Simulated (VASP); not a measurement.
Input for VASP

### INCAR
```
! general
SYSTEM  = Ti
PREC    = Accurate
ENCUT   = 400   ! plane-wave cut-off (eV)
LREAL   = .False.
LASPH   = .True.   ! aspherical one-centre terms

! electronic loop
EDIFF   = 1E-8   ! SCF stop (eV)
NELM    = 100   ! most electronic steps
ALGO    = Normal
LMAXMIX = 4

! smearing
ISMEAR  = 1
SIGMA   = 0.1   ! width (eV)

! functional
GGA     = PS   ! PBEsol

! ions
IBRION  = 1
NSW     = 30
ISIF    = 2   ! forces and stress, cell fixed
EDIFFG  = -0.001   ! ionic stop

! output
LWAVE   = .False.
LCHARG  = .False.
```

### POSCAR
```
Ti
1.0
  1.4448712376  -2.5025904492   0.0000000000
  1.4448712376   2.5025904492   0.0000000000
  0.0000000000   0.0000000000   4.5850019299
Ti
2
Cartesian
  1.4448712376   0.8341984848   1.1462504825
  1.4448712376  -0.8341984848   3.4387514474
```

KPOINTS:
```
Automatic mesh
0
Gamma
13 13 7
0 0 0
```

POTCAR, in this order: Ti_sv (PBE.64 set). Program: vasp_std.

### Question
Translate this PBEsol calculation to Quantum ESPRESSO's pw.x.

### Answer
One equivalent input (not run):
```
&CONTROL
  calculation = 'relax'
  pseudo_dir = './pseudo'
  outdir = './out'
  tprnfor = .true.
  tstress = .true.
  nstep = 30
  forc_conv_thr = 3.9e-05
/
&SYSTEM
  ibrav = 0
  nat = 2
  ntyp = 1
  ecutwfc = 84
  occupations = 'smearing'
  smearing = 'methfessel-paxton'
  degauss = 0.00735
  input_dft = 'pbesol'
/
&ELECTRONS
  conv_thr = 7.3e-10
  electron_maxstep = 100
/
&IONS
/
ATOMIC_SPECIES
  Ti 47.867 Ti.upf
CELL_PARAMETERS angstrom
     1.4448712   -2.5025904    0.0000000
     1.4448712    2.5025904    0.0000000
    -0.0000000   -0.0000000    4.5850019
ATOMIC_POSITIONS crystal
  Ti   0.3333330  0.6666670  0.2500000
  Ti   0.6666670  0.3333330  0.7500000
K_POINTS automatic
  13 13 7 0 0 0
```
Limits of the translation: the potentials are each code's own (VASP's PAW set, PseudoDojo norm-conserving files in pw.x), so ENCUT and ecutwfc are chosen apart and not converted; conv_thr bounds pw.x's estimated SCF error, while EDIFF bounds the energy change between steps; forc_conv_thr acts on force components and is met together with etot_conv_thr.

The compound is Ti in the hcp structure. It was relaxed first, which changed the volume by -6 %. The start is the result of an earlier pass.
